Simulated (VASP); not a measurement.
Given:

```
CELL_PARAMETERS angstrom
      1.54077    -2.66869     0.00000
      1.54077     2.66869     0.00000
      0.00000     0.00000     5.05896
ATOMIC_POSITIONS crystal
  Si 0.66667 0.33333 0.49957
  Si 0.33333 0.66667 0.99957
  C  0.66667 0.33333 0.87543
  C  0.33333 0.66667 0.37543
```

The numbers are results of PBE GGA with D3 dispersion (zero damping), VASP's PBE PAW potentials (set 64) (plane waves; VASP), not measurements. Numerical set-up: 520 eV cut-off, 9×9×5 Γ-centred mesh, tetrahedra with Blöchl corrections, potentials Si C.

### Question
What does the run give for the energy per atom (σ→0), band gap (on the k-mesh) with the smallest direct gap where there is one?

### Answer

```yaml
band gap (on the k-mesh): 2.29 eV
smallest direct gap (on the k-mesh): 4.00 eV
energy per atom (σ→0): -740.1 kJ/mol of atoms
```

The absolute energy has meaning only against runs of the same code, potentials and settings.

The compound is SiC in the wurtzite structure, the rare 2H polytype. It was relaxed first.
